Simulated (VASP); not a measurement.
Given:

```
TiC
1.0
    0.00000     2.15849     2.15849
    2.15849     0.00000     2.15849
    2.15849     2.15849     0.00000
Ti C
1 1
Direct
  0.00000   0.00000   0.00000
  0.50000   0.50000   0.50000
```

Method: RPBE GGA, VASP's PBE PAW potentials (set 64) (plane waves; VASP). Run with 520 eV cut-off, 14×14×14 Γ-centred mesh, first-order Methfessel-Paxton smearing of 0.10 eV, potentials Ti_sv C.

Estimate the energy per atom (σ→0), pressure, band gap (on the k-mesh) with the smallest direct gap where there is one.

The band gap (on the k-mesh) is none (metal, semimetal or under 0.01 eV). The energy per atom (σ→0) is -8.895 eV/atom and the pressure comes out as 76.2 kbar.

Total energies compare only between runs with the same potentials, cut-off and functional.

The compound is TiC in the rock salt structure. This cell is one point of a volume scan, at 0.97 of the reference volume.
